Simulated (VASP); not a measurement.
All values below come from PBE GGA, VASP's PBE PAW potentials (set 64) (plane waves; VASP).

A VASP calculation is set up with these files.

**KPOINTS**
```
kpoints
0
Gamma
5 5 3
```

POSCAR:
```
VAs
1
    3.2336870000    -2.3631320000     0.0000000000
    3.2336870000     2.3631320000     0.0000000000
   -1.1737100000     0.0000000000     6.9838620000
V As
2 2
Direct
  0.0000000000   0.5000000000   0.0000000000
  0.5000000000   0.0000000000   0.5000000000
  0.5816000000   0.4184000000   0.2500000000
  0.4184000000   0.5816000000   0.7500000000
```

### INCAR
```
# general
SYSTEM =VAs
PREC   =Accurate
ENCUT  =400
LREAL  =.FALSE.
LASPH  =.TRUE.

# electronic loop
EDIFF  =1E-6
NELM   =100
ALGO   =Normal
LMAXMIX=4

# smearing
ISMEAR =0
SIGMA  =0.05

# functional
GGA    =PE

# spin
ISPIN  =2
MAGMOM =4*0

# ions
ISIF   =2

# output
LWAVE  =.FALSE.
LCHARG =.FALSE.
LORBIT =10
```

POTCAR, in this order: V_sv As (PBE.64 set). Program: vasp_std.

Output

### OSZICAR
```
       N       E                     dE             d eps       ncg     rms          rms(c)
DAV:   1     0.296266090170E+03    0.29627E+03   -0.18468E+04  2664   0.125E+03
DAV:   2    -0.801425191372E+01   -0.30428E+03   -0.30012E+03  2322   0.395E+02
DAV:   3    -0.289453734739E+02   -0.20931E+02   -0.20609E+02  2980   0.881E+01
DAV:   4    -0.298462827453E+02   -0.90091E+00   -0.85837E+00  2730   0.139E+01
DAV:   5    -0.298913970867E+02   -0.45114E-01   -0.44363E-01  2684   0.267E+00    0.184E+01
DAV:   6    -0.338541208843E+02   -0.39627E+01   -0.19943E+02  3102   0.690E+01    0.324E+01
DAV:   7    -0.237108230501E+02    0.10143E+02   -0.14864E+02  3154   0.584E+01    0.638E+00
DAV:   8    -0.234477932072E+02    0.26303E+00   -0.67008E+00  2898   0.121E+01    0.197E+00
DAV:   9    -0.234610045088E+02   -0.13211E-01   -0.91403E-01  3174   0.352E+00    0.983E-01
DAV:  10    -0.234813605590E+02   -0.20356E-01   -0.18625E-01  3260   0.180E+00    0.173E+00
DAV:  11    -0.234798008013E+02    0.15598E-02   -0.79701E-03  2538   0.830E-01    0.162E+00
DAV:  12    -0.234809199862E+02   -0.11192E-02   -0.12481E-01  3134   0.145E+00    0.874E-01
DAV:  13    -0.234970386381E+02   -0.16119E-01   -0.19103E-02  3248   0.778E-01    0.867E-01
DAV:  14    -0.234828353901E+02    0.14203E-01   -0.73154E-03  2614   0.549E-01    0.837E-01
DAV:  15    -0.234810705674E+02    0.17648E-02   -0.74021E-03  3248   0.242E-01    0.815E-01
DAV:  16    -0.234944053619E+02   -0.13335E-01   -0.96389E-03  3026   0.474E-01    0.831E-01
DAV:  17    -0.234734198838E+02    0.20985E-01   -0.79802E-02  3176   0.109E+00    0.808E-01
DAV:  18    -0.234821304856E+02   -0.87106E-02   -0.20645E-03  2566   0.473E-01    0.808E-01
DAV:  19    -0.234170692758E+02    0.65061E-01   -0.41019E-01  3128   0.255E+00    0.952E-01
DAV:  20    -0.234357089955E+02   -0.18640E-01   -0.61445E-01  3376   0.241E+00    0.134E+00
DAV:  21    -0.234735355183E+02   -0.37827E-01   -0.17388E-02  2360   0.153E+00    0.124E+00
DAV:  22    -0.234725798580E+02    0.95566E-03   -0.16306E-03  2948   0.377E-01    0.124E+00
DAV:  23    -0.234697353514E+02    0.28445E-02   -0.31750E-03  3092   0.251E-01    0.128E+00
DAV:  24    -0.234699401363E+02   -0.20478E-03   -0.48507E-05  2442   0.802E-02    0.128E+00
DAV:  25    -0.234734869613E+02   -0.35468E-02   -0.67160E-03  3080   0.363E-01    0.141E+00
DAV:  26    -0.234736924715E+02   -0.20551E-03   -0.34607E-03  3194   0.204E-01    0.141E+00
DAV:  27    -0.234677770265E+02    0.59154E-02   -0.43377E-02  3168   0.723E-01    0.119E+00
DAV:  28    -0.234628395185E+02    0.49375E-02   -0.40397E-02  3184   0.749E-01    0.923E-01
DAV:  29    -0.234687464928E+02   -0.59070E-02   -0.86789E-03  2898   0.572E-01    0.892E-01
DAV:  30    -0.234709757220E+02   -0.22292E-02   -0.18012E-03  3520   0.209E-01    0.921E-01
DAV:  31    -0.234673035612E+02    0.36722E-02   -0.32570E-02  3200   0.735E-01    0.106E+00
DAV:  32    -0.234141816957E+02    0.53122E-01   -0.44042E-01  3168   0.257E+00    0.854E-01
DAV:  33    -0.234552896507E+02   -0.41108E-01   -0.64574E-02  2758   0.161E+00    0.441E-01
DAV:  34    -0.234592804801E+02   -0.39908E-02   -0.11652E-02  2852   0.828E-01    0.319E-01
DAV:  35    -0.234600015199E+02   -0.72104E-03   -0.71250E-03  3170   0.336E-01    0.279E-01
DAV:  36    -0.234603053745E+02   -0.30385E-03   -0.20660E-03  2988   0.276E-01    0.341E-01
DAV:  37    -0.234602568505E+02    0.48524E-04   -0.65039E-04  2716   0.171E-01    0.320E-01
DAV:  38    -0.234603155952E+02   -0.58745E-04   -0.54734E-03  3172   0.316E-01    0.229E-01
DAV:  39    -0.234612563135E+02   -0.94072E-03   -0.19213E-03  3074   0.220E-01    0.286E-01
DAV:  40    -0.234613798433E+02   -0.12353E-03   -0.11275E-03  3058   0.161E-01    0.334E-01
DAV:  41    -0.234611885076E+02    0.19134E-03   -0.12463E-04  2642   0.839E-02    0.319E-01
DAV:  42    -0.234602012577E+02    0.98725E-03   -0.56869E-03  3112   0.310E-01    0.239E-01
DAV:  43    -0.234587851530E+02    0.14161E-02   -0.12122E-02  3184   0.403E-01    0.111E-01
DAV:  44    -0.234599848684E+02   -0.11997E-02   -0.18221E-03  3270   0.232E-01    0.835E-02
DAV:  45    -0.234604312797E+02   -0.44641E-03   -0.38530E-04  2808   0.142E-01    0.518E-02
DAV:  46    -0.234605061915E+02   -0.74912E-04   -0.30070E-04  3058   0.919E-02    0.501E-02
DAV:  47    -0.234605395380E+02   -0.33347E-04   -0.85243E-05  3130   0.437E-02    0.521E-02
DAV:  48    -0.234604928266E+02    0.46711E-04   -0.37362E-04  3040   0.815E-02    0.276E-02
DAV:  49    -0.234605155413E+02   -0.22715E-04   -0.61393E-05  3130   0.353E-02    0.178E-02
DAV:  50    -0.234605294171E+02   -0.13876E-04   -0.64146E-05  2968   0.468E-02    0.130E-02
DAV:  51    -0.234605341474E+02   -0.47304E-05   -0.35999E-05  2880   0.307E-02    0.146E-02
DAV:  52    -0.234605336825E+02    0.46488E-06   -0.18432E-05  2350   0.233E-02    0.128E-02
DAV:  53    -0.234605355346E+02   -0.18520E-05   -0.11729E-05  2356   0.167E-02    0.113E-02
DAV:  54    -0.234605347978E+02    0.73675E-06   -0.39704E-06  1710   0.101E-02
   1 F= -.23460535E+02 E0= -.23449395E+02  d E =-.222799E-01  mag=    -0.0002
```

OUTCAR:
```
------------------------ aborting loop because EDIFF is reached ----------------------------------------
  FORCE on cell =-STRESS in cart. coord.  units (eV):
  Direction    XX          YY          ZZ          XY          YZ          ZX
  --------------------------------------------------------------------------------------
  Total      -11.2171145     -8.9997353    -10.7924202      0.0000000      0.0000000      0.9310189
  in kB     -168.3759771   -135.0917134   -162.0010473      0.0000000      0.0000000     13.9751823
  external PRESSURE =    -155.1562459 kB  Pullay stress =       0.0000000 kB
  volume of cell :      106.74
      direct lattice vectors                 reciprocal lattice vectors
     3.233687000 -2.363132000  0.000000000     0.154622262 -0.211583610  0.025985865
     3.233687000  2.363132000  0.000000000     0.154622262  0.211583610  0.025985865
    -1.173710000  0.000000000  6.983862000     0.000000000  0.000000000  0.143187251
 POSITION                                       TOTAL-FORCE (eV/Angst)
 -----------------------------------------------------------------------------------
      1.61684      1.18157      0.00000        -0.000000      0.000000     -0.000000
      1.02999     -1.18157      3.49193        -0.000000      0.000000     -0.000000
      2.94026     -0.38566      1.74597        -0.000000     -0.068913     -0.000000
      2.35340      0.38566      5.23790         0.000000      0.068913      0.000000
 -----------------------------------------------------------------------------------
    total drift:                                0.000000      0.000000      0.000000
  FREE ENERGIE OF THE ION-ELECTRON SYSTEM (eV)
  ---------------------------------------------------
  free  energy   TOTEN  =       -23.4605347978 eV

  energy  without entropy=      -23.4382548938  energy(sigma->0) =      -23.44939485

 total charge

# of ion       s       p       d       tot
------------------------------------------
    1        2.188   6.071   2.911  11.170
    2        2.188   6.071   2.911  11.170
    3        1.234   1.440   0.025   2.699
    4        1.234   1.440   0.025   2.699
--------------------------------------------------
tot          6.845  15.024   5.871  27.740

 magnetization (x)

# of ion       s       p       d       tot
------------------------------------------
    1       -0.000  -0.000   0.001   0.001
    2       -0.000  -0.000   0.001   0.001
    3       -0.000  -0.000   0.000  -0.000
    4       -0.000  -0.000   0.000  -0.000
--------------------------------------------------
tot         -0.000  -0.000   0.001   0.001
```
(Selected blocks of OUTCAR.)

**OUTCAR**
```
 val. band max:        3.3400663544   @ k =  -0.4000   0.4000   0.3333

 cond. band min:       3.3506829065   @ k =  -0.2000   0.0000   0.3333


 Fermi energy:         3.3416778806

 spin component 1

 k-point     1 :       0.0000    0.0000    0.0000
  band No.  band energies     occupation
      1     -61.4660      1.00000
      2     -61.4659      1.00000
      3     -35.3844      1.00000
      4     -35.3838      1.00000
      5     -35.3041      1.00000
      6     -35.3017      1.00000
      7     -35.2246      1.00000
      8     -35.2221      1.00000
      9      -7.7201      1.00000
     10      -6.5815      1.00000
     11      -1.2502      1.00000
     12       1.3164      1.00000
     13       1.5183      1.00000
     14       2.6063      1.00000
     15       2.8778      1.00000
     16       2.9593      1.00000
     17       3.1220      1.00000
     18       3.1789      1.00000
     19       3.2881      0.93502
     20       3.3786      0.14831
     21       3.5733      0.00000
     22       3.5963      0.00000

 k-point     2 :       0.2000   -0.0000   -0.0000
  band No.  band energies     occupation
      1     -61.4659      1.00000
      2     -61.4658      1.00000
      3     -35.3854      1.00000
      4     -35.3841      1.00000
      5     -35.3043      1.00000
      6     -35.3027      1.00000
      7     -35.2248      1.00000
      8     -35.2224      1.00000
      9      -7.5239      1.00000
     10      -6.5063      1.00000
     11      -0.9586      1.00000
     12       1.0376      1.00000
     13       1.1930      1.00000
     14       1.5340      1.00000
     15       2.4866      1.00000
     16       2.7906      1.00000
     17       2.9723      1.00000
     18       3.2019      0.99996
     19       3.3722      0.19360
     20       3.5140      0.00000
     21       3.5473      0.00000
     22       3.8156      0.00000

 k-point     3 :       0.4000   -0.0000    0.0000
...
```

The structure was generated: VAs was put into the tenorite type (C2/c), which need not be its known phase. The cell was not relaxed at this level. The k-mesh is coarse (spacing up to 0.33 per Å, 2π included), so the numbers may not be converged in it. The run is one of a series of settings (MAGMOM = 0 0 0 0 against the base run), some of them coarse on purpose.
